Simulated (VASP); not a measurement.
Here is the system:

```
CELL_PARAMETERS angstrom
      4.68932     0.00000     0.00000
      0.00000     4.68932     0.00000
      0.00000     0.00000     4.68932
ATOMIC_POSITIONS crystal
  Mg 0.00000 0.00000 0.00000
  O  0.50000 0.50000 0.50000
  O  0.00000 0.00000 0.50000
  O  0.00000 0.50000 0.00000
  O  0.50000 0.00000 0.00000
  Cd 0.50000 0.50000 0.00000
  Cd 0.50000 0.00000 0.50000
  Cd 0.00000 0.50000 0.50000
```

Method: PBE GGA, VASP's PBE PAW potentials (set 64) (plane waves; VASP). Settings: 500 eV cut-off, Gaussian smearing of 0.050 eV, potentials Mg O Cd.

### Question
Give the energies of bands 20 to 33 at the high-symmetry points, in eV from the Fermi level.

### Answer

| band | Γ | X | M | R |
|---|---|---|---|---|
| 20 | -4.33 | -3.27 | -3.82 | -4.21 |
| 21 | -4.33 | -3.27 | -3.36 | -4.21 |
| 22 | -4.33 | -3.16 | -3.36 | -4.21 |
| 23 | -2.34 | -2.94 | -3.24 | -3.30 |
| 24 | -2.34 | -2.94 | -2.42 | -1.40 |
| 25 | -2.34 | -2.88 | -2.42 | -1.40 |
| 26 | -2.27 | -2.17 | -2.17 | -0.10 |
| 27 | -2.27 | -1.89 | -1.99 | -0.10 |
| 28 | -2.27 | -1.78 | -1.60 | -0.10 |
| 29 | -1.33 | -1.78 | -0.13 | -0.02 |
| 30 | -1.33 | -1.58 | -0.13 | -0.02 |
| 31 | -1.33 | -1.58 | -0.13 | -0.02 |
| 32 | -0.18 | 3.59 | 5.17 | 4.44 |
| 33 | 3.86 | 3.75 | 5.26 | 4.57 |

It has no gap at this level: it comes out as a metal or semimetal.

The structure was generated: Cd3MgO4 was put into an ordered model structure (Pm-3m), which need not be its known phase. It was relaxed first, which changed the volume by +8 %.
